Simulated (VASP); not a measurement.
# GaN: relaxation of cell and atoms with LDA

Crystal: GaN.

```
Ga N
1.0
     3.18000    0.00000    0.00000
    -1.59000    2.75396    0.00000
     0.00000    0.00000    5.16600
Ga N
2 2
Direct
  0.33333 0.66667 0.00000
  0.66667 0.33333 0.50000
  0.33333 0.66667 0.37500
  0.66667 0.33333 0.87500
```

```json
{
 "Program": "VASP 6.6.1",
 "Task": "relaxation of cell and atoms",
 "Functional": "LDA",
 "Potentials or basis": "VASP PAW LDA potentials, release 64 (Ga_d, N)",
 "Cutoff": "520 eV",
 "k mesh": "12 × 12 × 6",
 "Occupations": "gaussian, width 0.02 eV",
 "Spin": "no spin polarisation",
 "Further INCAR settings": "ALGO = Normal; EDIFF = 1e-07; IBRION = 2; EDIFFG = -0.002; NSW = 80; ISIF = 3"
}
```

The relaxed volume is 11.11 Å³/atom. The relaxed cell is a = 3.158 Å, b = 3.158 Å, c = 5.148 Å, α = 90.00°, β = 90.00°, γ = 120.00°, the space group after relaxing (to 0.05 Å) is P6_3mc (No. 186) and the energy gained by relaxing is 2.6 meV/atom. The ionic steps are 10. The pressure after relaxing is 0.0 GPa and the band gap on the k mesh is 2.11 eV, direct.

Step by step:
```csv
step,energy change (eV),largest force (eV/Å),pressure (GPa),volume (Å³)
1,0.0000,0.1278,-3.44,45.24
2,0.0001,0.1153,3.73,43.67
3,-0.0103,0.0114,-0.01,44.45
4,-0.0103,0.0089,0.08,44.43
5,-0.0103,0.0004,-0.15,44.47
6,-0.0103,0.0027,0.00,44.45
7,-0.0103,0.0018,-0.06,44.46
8,-0.0103,0.0028,-0.01,44.45
9,-0.0103,0.0021,-0.02,44.46
10,-0.0103,0.0009,0.01,44.45
```

Final structure:
```
Ga N
1.0
     3.15759    0.00000    0.00000
    -1.57879    2.73455    0.00000
     0.00000    0.00000    5.14821
Ga N
2 2
Direct
  0.33333 0.66667 0.99931
  0.66667 0.33333 0.49931
  0.33333 0.66667 0.37569
  0.66667 0.33333 0.87569
```

Levels at points of the mesh, in eV from the valence-band top:
| k point | band 14 | band 15 | band 16 | band 17 | band 18 | band 19 | band 20 | band 21 | band 22 |
| --- | --- | --- | --- | --- | --- | --- | --- | --- | --- |
| (0.00, 0.00, 0.00) | -1.08 | -1.08 | -0.05 | 0.00 | 0.00 | 2.11 | 4.35 | 9.18 | 9.87 |
| (0.50, 0.00, 0.00) | -5.44 | -4.38 | -2.86 | -2.33 | -1.04 | 4.99 | 5.63 | 5.98 | 8.67 |
| (0.00, 0.00, 0.50) | -3.91 | -0.55 | -0.55 | -0.55 | -0.55 | 4.37 | 4.37 | 8.44 | 8.44 |
| (0.50, 0.00, 0.50) | -6.82 | -2.03 | -2.03 | -1.98 | -1.98 | 4.37 | 4.37 | 7.78 | 7.78 |

It took 88 s on 4 MPI ranks on Intel(R) Xeon(R) Platinum 8488C (Sapphire Rapids), with other jobs on the host, peak memory 0.18 GiB a rank.

LDA gaps usually lie below the measured ones, often by a third to a half. LDA usually gives volumes a few per cent too small.
